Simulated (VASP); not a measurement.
# Ga3BSb2 (R-3m) in VASP: a series of runs

One crystal, Ga3BSb2, is run at these levels: PBE; tasks: relaxation of cell and atoms.

Everything below comes from runs of VASP 6.6.1. Logs are shortened: lines on timing, memory, paths and dates and some standing lists are left out, and cuts for length are marked.

### Step 1. Starting point

The structure is trigonal, space group R-3m (No. 166). Conventional cell: a = 4.478 Å, b = 4.478 Å, c = 22.542 Å, α = 90.00°, β = 90.00°, γ = 120.00°. Ga (site symmetry 3m) is surrounded by 3 B at 2.67 Å and 3 Ga at 2.90 Å and 3 Sb at 3.07 Å. Ga (site symmetry -3m) is surrounded by 6 Sb at 2.96 Å. Around B (site symmetry -3m) lie 2 Sb at 2.31 Å. Sb (site symmetry 3m) has 1 B at 2.31 Å as nearest neighbours.

The cell was built by a generator and needn't be a form met in nature.

### Step 2. Relaxation of cell and atoms, PBE

The input, INCAR:

```
SYSTEM = Ga3BSb2
PREC = Accurate
ENCUT = 520
EDIFF = 1E-6
ISMEAR = 0
SIGMA = 0.1
LREAL = .FALSE.
LASPH = .TRUE.
NELM = 120
ALGO = Normal
ISIF = 3
LWAVE = .FALSE.
LCHARG = .FALSE.
GGA = PE
IBRION = 2
NSW = 90
EDIFFG = -0.01
KPAR = 4
```

The input, KPOINTS:

```
regular mesh
0
G
  8 8 8
  0 0 0
```

The input, POSCAR:

```
Ga3BSb2
1.0
    2.2387701300      1.2925545400      7.5140000100
   -2.2387701300      1.2925545400      7.5140000100
    0.0000000000     -2.5851090700      7.5140000100
Ga B Sb
3 1 2
Direct
    0.6958122600      0.6958122600      0.6958122600
    0.3041877400      0.3041877400      0.3041877400
    0.5000000000      0.5000000000      0.5000000000
    0.0000000000      0.0000000000      0.0000000000
    0.8976577100      0.8976577100      0.8976577100
    0.1023422900      0.1023422900      0.1023422900
```

Potentials or basis: VASP PAW PBE potentials, release 64 (Ga_d, B, Sb).

Launch:

```console
cat potpaw_PBE.64/Ga_d/POTCAR potpaw_PBE.64/B/POTCAR potpaw_PBE.64/Sb/POTCAR > POTCAR
mpirun -np 4 vasp_std > vasp.out
```

OUTCAR:

```text
SYSTEM = Ga3BSb2
   PREC = Accurate
   ENCUT = 520
   EDIFF = 1E-6
   ISMEAR = 0
   LREAL = .FALSE.
   LASPH = .TRUE.
   NELM = 120
   ISIF = 3
   GGA = PE
   IBRION = 2
   NSW = 90
   EDIFFG = -0.01

 ion  position               nearest neighbor table
   1  0.696  0.696  0.696-   2 2.90   2 2.90   2 2.90   6 3.07   6 3.07   6 3.07
   2  0.304  0.304  0.304-   1 2.90   1 2.90   1 2.90   5 3.07   5 3.07   5 3.07
   3  0.500  0.500  0.500-   6 2.96   6 2.96   5 2.96   5 2.96   6 2.96   5 2.96
   4  0.000  0.000  0.000-   5 2.31   6 2.31
   5  0.898  0.898  0.898-   4 2.31   3 2.96   3 2.96   3 2.96   2 3.07   2 3.07   2 3.07
   6  0.102  0.102  0.102-   4 2.31   3 2.96   3 2.96   3 2.96   1 3.07   1 3.07   1 3.07

  LATTYP: Found a trigonal (rhomboedric) cell.
 ALAT       =     7.9462560419
 COS(alpha) =     0.8412462861

  Lattice vectors:

 A1 = (   2.2387701300,   1.2925545400,   7.5140000100)
 A2 = (  -2.2387701300,   1.2925545400,   7.5140000100)
 A3 = (   0.0000000000,  -2.5851090700,   7.5140000100)

Analysis of symmetry for initial positions (statically):
=====================================================================
 Subroutine PRICEL returns:
 Original cell was already a primitive cell.

 Routine SETGRP: Setting up the symmetry group for a
 trigonal (rhombohedral) supercell.

 Subroutine GETGRP returns: Found 12 space group operations
 (whereof 12 operations were pure point group operations)
 out of a pool of 12 trial point group operations.

The static configuration has the point symmetry D_3d.

Analysis of symmetry for dynamics (positions and initial velocities):
=====================================================================
 Subroutine PRICEL returns:
 Original cell was already a primitive cell.

 Routine SETGRP: Setting up the symmetry group for a
 trigonal (rhombohedral) supercell.

 Subroutine GETGRP returns: Found 12 space group operations
 (whereof 12 operations were pure point group operations)
 out of a pool of 12 trial point group operations.

The dynamic configuration has the point symmetry D_3d.

 Subroutine INISYM returns: Found 12 space group operations
 (whereof 12 operations are pure point group operations),
 and found     1 'primitive' translations

[... 123 lines left out ...]
  volume/ion in A,a.u.               =      21.74       146.73
  Fermi-wavevector in a.u.,A,eV,Ry     =   1.204802  2.276746 19.749507  1.451548
  Thomas-Fermi vector in A             =   2.340517
   LORBIT       =      0    0 simple, 1 ext, 2 COOP (PROOUT), +10 PAW based schemes
   GGA     = PE    functional components
   LHFCALC =     F    Hartree Fock is set to
   AEXX    =    0.0000 exact exchange contribution
   IVDW    =     0    specifies the selected vdW correction
   LEPSILON=     F    determine dielectric tensor
   LRPA    =     F    only Hartree local field effects (RPA)
 conjugate gradient relaxation of ions
 non-spin polarized calculation
 Gauss-broadening in eV      SIGMA  =   0.10
  energy-cutoff  :      520.00
  volume of cell :      130.46
 maximum number of plane-waves:      3548
   NGX = 29   NGY = 29   NGZ = 29

--------------------------------------- Ionic step        1  -------------------------------------------

 number of electron      51.9999998 magnetization

 Free energy of the ion-electron system (eV)
  ---------------------------------------------------
  ext. energy  EPLUGINS =         0.00000000
  ---------------------------------------------------
  free energy    TOTEN  =       -21.27814484 eV

  energy without entropy =      -21.26938426  energy(sigma->0) =      -21.27376455

------------------------ aborting loop because EDIFF is reached ----------------------------------------

  FORCE on cell =-STRESS in cart. coord.  units (eV):
  Direction    XX          YY          ZZ          XY          YZ          ZX
  --------------------------------------------------------------------------------------
  -------------------------------------------------------------------------------------
  Total       -0.4849352     -0.4849352     -0.4542916      0.0000000     -0.0000000      0.0000000
  in kB       -5.9554344     -5.9554344     -5.5791043      0.0000000     -0.0000000      0.0000000
  external PRESSURE =      -5.8299910 kB  Pullay stress =       0.0000000 kB
[... 101 lines left out ...]
  FREE ENERGIE OF THE ION-ELECTRON SYSTEM (eV)
  ---------------------------------------------------
  free  energy   TOTEN  =       -21.2818504757 eV

  energy  without entropy=      -21.2732283005  energy(sigma->0) =      -21.27753939

[... ionic steps 4 to 10 ...]

--------------------------------------- Ionic step       11  -------------------------------------------

 number of electron      52.0000010 magnetization

------------------------ aborting loop because EDIFF is reached ----------------------------------------
[... 75 lines left out ...]
--------------------------------------- Ionic step       13  -------------------------------------------

 number of electron      52.0000009 magnetization

 Free energy of the ion-electron system (eV)
  ---------------------------------------------------
  ext. energy  EPLUGINS =         0.00000000
  ---------------------------------------------------
  free energy    TOTEN  =       -21.28567269 eV

  energy without entropy =      -21.27560830  energy(sigma->0) =      -21.28064050

 E-fermi :   6.1043     XC(G=0): -10.2001

 val. band max:        6.1038905445   @ k =   0.5000   0.5000   0.2500
 cond. band min:       6.1062804208   @ k =   0.5000   0.1250   0.0000
 fundamental gap:      0.0023898763
 Fermi energy:         6.1043318838

 k-point     1 :       0.0000    0.0000    0.0000
  band No.  band energies     occupation
      1      -8.9771      2.00000
      2      -8.9771      2.00000
      3      -8.9296      2.00000
      4      -8.9296      2.00000
      5      -8.8957      2.00000
      6      -8.8562      2.00000
[... 805 lines left out ...]
     30       8.3705      0.00000
     31       8.8043      0.00000

 [... further k-points ...]

------------------------ aborting loop because EDIFF is reached ----------------------------------------

  FORCE on cell =-STRESS in cart. coord.  units (eV):
  Direction    XX          YY          ZZ          XY          YZ          ZX
  --------------------------------------------------------------------------------------
  -------------------------------------------------------------------------------------
  Total       -0.0311590     -0.0311590     -0.0486994      0.0000000     -0.0000000     -0.0000000
  in kB       -0.3876865     -0.3876865     -0.6059274      0.0000000     -0.0000000     -0.0000000
  external PRESSURE =      -0.4604335 kB  Pullay stress =       0.0000000 kB
[... 21 lines left out ...]
  FREE ENERGIE OF THE ION-ELECTRON SYSTEM (eV)
  ---------------------------------------------------
  free  energy   TOTEN  =       -21.2856726941 eV

  energy  without entropy=      -21.2756083043  energy(sigma->0) =      -21.28064050

 reached required accuracy - stopping structural energy minimisation
```

OSZICAR:

```text
N       E                     dE             d eps       ncg     rms          rms(c)
DAV:   1     0.373681529265E+03    0.37368E+03   -0.24303E+04  4079   0.237E+03
DAV:   2     0.266567163467E+02   -0.34702E+03   -0.34108E+03  4242   0.535E+02
DAV:   3    -0.198482775641E+02   -0.46505E+02   -0.45721E+02  4755   0.146E+02
DAV:   4    -0.219575179634E+02   -0.21092E+01   -0.20854E+01  5096   0.315E+01
[... 96 lines left out ...]
       N       E                     dE             d eps       ncg     rms          rms(c)
DAV:   1    -0.212856758921E+02   -0.17263E-04   -0.12890E-03  4352   0.234E-01    0.179E-02
DAV:   2    -0.212856747838E+02    0.11083E-05   -0.60946E-05  5455   0.767E-02    0.913E-03
DAV:   3    -0.212856728075E+02    0.19764E-05   -0.52619E-06  4581   0.223E-02    0.232E-03
DAV:   4    -0.212856726941E+02    0.11338E-06   -0.93775E-07  2379   0.111E-02
  13 F= -.21285673E+02 E0= -.21280640E+02  d E =-.225190E-03
```

CONTCAR:

```text
Ga3BSb2
   1.00000000000000
     2.2201812920846993    1.2818222694235695    7.5412997632058234
    -2.2201812920846993    1.2818222694235695    7.5412997632058234
    -0.0000000000000000   -2.5636445288940584    7.5412997631997341
  Ga              B               Sb
     3     1     2
Direct
     0.6944298369251302    0.6944298369251302    0.6944298369251408
     0.3055701630748697    0.3055701630748697    0.3055701630748590
     0.5000000000000000    0.5000000000000000    0.5000000000000000
     0.0000000000000000    0.0000000000000000    0.0000000000000000
     0.8980010699784914    0.8980010699784914    0.8980010699784889
     0.1019989300215087    0.1019989300215087    0.1019989300215111

  0.00000000E+00  0.00000000E+00  0.00000000E+00
  0.00000000E+00  0.00000000E+00  0.00000000E+00
  0.00000000E+00  0.00000000E+00  0.00000000E+00
  0.00000000E+00  0.00000000E+00  0.00000000E+00
  0.00000000E+00  0.00000000E+00  0.00000000E+00
  0.00000000E+00  0.00000000E+00  0.00000000E+00
```

It took 14 min on 4 MPI ranks of Intel Xeon Platinum 8559C (Emerald Rapids), shared host; peak memory 0.68 GiB.

What came out:

```yaml
Free_energy: -21.2857 eV
Relaxed_volume: 21.46 Å³/atom
Relaxed_cell: a = 7.965 Å, b = 7.965 Å, c = 7.965 Å, α = 32.37°, β = 32.37°, γ = 32.37°
Space_group_after_relaxing_to_0.05_Å: R-3m (No. 166)
Energy_gained_by_relaxing: 1.3 meV/atom
Ionic_steps: 13
Pressure_after_relaxing: 0.0 GPa
Largest_force_after_relaxing: 0.009 eV/Å
Band_gap_on_the_k_mesh: none (metal or under the smearing width)
```

Forces on the atoms (eV/Å):
```
Ga   0.000  0.000 -0.009
Ga   0.000  0.000  0.009
Ga   0.000  0.000  0.000
B    0.000  0.000  0.000
Sb   0.000  0.000  0.005
Sb   0.000  0.000 -0.005
```

The path:
| step | energy change (eV) | largest force (eV/Å) | pressure (GPa) | volume (Å³) |
| --- | --- | --- | --- | --- |
| 1 | 0.0000 | 0.1005 | -0.58 | 130.46 |
| 2 | -0.0038 | 0.0882 | -0.04 | 128.97 |
| 3 | -0.0037 | 0.0825 | 0.25 | 128.58 |
| 4 | -0.0038 | 0.0890 | -0.04 | 128.82 |
| 5 | -0.0038 | 0.0835 | 0.24 | 128.70 |
| 6 | -0.0038 | 0.0881 | 0.09 | 128.77 |
| 7 | -0.0053 | 0.0672 | 0.13 | 128.60 |
| 8 | -0.0069 | 0.0295 | 0.18 | 128.22 |
| 9 | -0.0070 | 0.0232 | 0.15 | 128.12 |
| 10 | -0.0073 | 0.0371 | -0.06 | 128.71 |
| 11 | -0.0073 | 0.0360 | -0.04 | 128.66 |
| 12 | -0.0075 | 0.0100 | -0.10 | 128.75 |
| 13 | -0.0075 | 0.0090 | -0.05 | 128.77 |

Final structure:
```yaml
crystal:
  lattice:
    - [2.22018, 1.28182, 7.54130]
    - [-2.22018, 1.28182, 7.54130]
    - [0.00000, -2.56364, 7.54130]
  atoms:
    - { symbol: Ga, position: [0.69443, 0.69443, 0.69443] }
    - { symbol: Ga, position: [0.30557, 0.30557, 0.30557] }
    - { symbol: Ga, position: [0.50000, 0.50000, 0.50000] }
    - { symbol: B, position: [0.00000, 0.00000, 0.00000] }
    - { symbol: Sb, position: [0.89800, 0.89800, 0.89800] }
    - { symbol: Sb, position: [0.10200, 0.10200, 0.10200] }
```

The run has no spin-orbit coupling, so splittings on Sb are missing.

### Step 3. Relaxation of cell and atoms, PBE

This run uses another cell than the first one, of 21.46 Å³/atom, 0.987 times its volume.

INCAR, as its differences from that of step 2:

```diff
@@ -3,3 +3,3 @@
 ENCUT = 520
-EDIFF = 1E-6
+EDIFF = 1E-7
 ISMEAR = 0
@@ -15,4 +15,5 @@
 IBRION = 2
-NSW = 90
-EDIFFG = -0.01
+NSW = 60
+EDIFFG = -0.005
+POTIM = 0.3
 KPAR = 4
```

KPOINTS is that of step 2.

The input, POSCAR:

```
Ga3BSb2                                 
1.0
    2.2201812921      1.2818222694      7.5412997632
   -2.2201812921      1.2818222694      7.5412997632
   -0.0000000000     -2.5636445289      7.5412997632
  Ga              B               Sb            
     3     1     2
Direct
     0.6944298369251302    0.6944298369251302    0.6944298369251408
     0.3055701630748697    0.3055701630748697    0.3055701630748590
     0.5000000000000000    0.5000000000000000    0.5000000000000000
     0.0000000000000000    0.0000000000000000    0.0000000000000000
     0.8980010699784914    0.8980010699784914    0.8980010699784889
     0.1019989300215087    0.1019989300215087    0.1019989300215111
```

Potentials or basis: VASP PAW PBE potentials, release 64 (Ga_d, B, Sb).

Launch:

```console
cat potpaw_PBE.64/Ga_d/POTCAR potpaw_PBE.64/B/POTCAR potpaw_PBE.64/Sb/POTCAR > POTCAR
mpirun -np 4 vasp_std > vasp.out
```

Run time: 7.4 min. Hardware: 4 MPI ranks of Intel Xeon Platinum 8559C (Emerald Rapids), shared host; peak memory 0.66 GiB.

The run converged. Its results:

```yaml
Free_energy: -21.2856 eV
Relaxed_volume: 21.45 Å³/atom
Relaxed_cell: a = 7.963 Å, b = 7.963 Å, c = 7.963 Å, α = 32.37°, β = 32.37°, γ = 32.37°
Space_group_after_relaxing_to_0.05_Å: R-3m (No. 166)
Energy_gained_by_relaxing: 0.0 meV/atom
Ionic_steps: 8
Pressure_after_relaxing: 0.0 GPa
Largest_force_after_relaxing: 0.005 eV/Å
Band_gap_on_the_k_mesh: none (metal or under the smearing width)
```

Forces in eV/Å, atoms in the order of the input:
```
Ga   0.000  0.000 -0.005
Ga   0.000  0.000  0.005
Ga   0.000  0.000  0.000
B    0.000  0.000  0.000
Sb   0.000  0.000 -0.001
Sb   0.000  0.000  0.001
```

Final structure:
```cif
data_structure
_symmetry_space_group_name_H-M 'P 1'
_symmetry_Int_Tables_number 1
_cell_length_a 7.9633
_cell_length_b 7.9633
_cell_length_c 7.9633
_cell_angle_alpha 32.375
_cell_angle_beta 32.375
_cell_angle_gamma 32.375
_cell_volume 128.72
loop_
_atom_site_label
_atom_site_type_symbol
_atom_site_fract_x
_atom_site_fract_y
_atom_site_fract_z
_atom_site_occupancy
Ga1 Ga 0.69435 0.69435 0.69435 1
Ga2 Ga 0.30565 0.30565 0.30565 1
Ga3 Ga 0.50000 0.50000 0.50000 1
B1 B 0.00000 0.00000 0.00000 1
Sb1 Sb 0.89802 0.89802 0.89802 1
Sb2 Sb 0.10198 0.10198 0.10198 1
```

Levels at points of the mesh, in eV from the Fermi level:
```csv
k point,band 22,band 23,band 24,band 25,band 26,band 27,band 28,band 29,band 30,band 31
"(0.00, 0.00, 0.00)",-2.31,-1.48,-0.83,-0.83,-0.80,0.31,0.31,0.74,0.74,1.28
"(0.50, 0.00, 0.00)",-3.70,-2.63,-2.60,-2.41,-0.45,0.22,1.24,2.57,2.72,3.38
"(0.50, 0.50, 0.00)",-4.02,-4.00,-2.07,-1.24,-0.89,-0.80,0.56,1.63,3.75,4.28
"(0.50, 0.50, 0.50)",-2.35,-1.15,-0.80,-0.80,0.00,0.28,0.28,0.98,0.98,1.30
```

The run has no spin-orbit coupling, so splittings on Sb are missing.
